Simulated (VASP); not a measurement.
Here is the system:

```
SrVO3
1.0
    3.88933     0.00000     0.00000
    0.00000     3.88933     0.00000
    0.00000     0.00000     3.88933
Sr V O
1 1 3
Direct
  0.00000   0.00000   0.00000
  0.50000   0.50000   0.50000
  0.50000   0.00000   0.50000
  0.00000   0.50000   0.50000
  0.50000   0.50000   0.00000
```

Level of theory: revPBE GGA, VASP's PBE PAW potentials (set 64) (plane waves; VASP 6.6.1). Settings: 520 eV cut-off, Gaussian smearing of 0.050 eV, potentials Sr_sv V_sv O.

Q: Predict the band gap (along the path) with the smallest direct gap where there is one.

A: 
* **band gap (along the path)**: none (metal, semimetal or under 0.01 eV)

Total energies compare only between runs with the same potentials, cut-off and functional.

The compound is SrVO3 in the cubic perovskite structure. It was relaxed first. The run is not spin-polarised, so no magnetic state was tried. The electron count is odd and the run is not spin-polarised, which forces a metal.
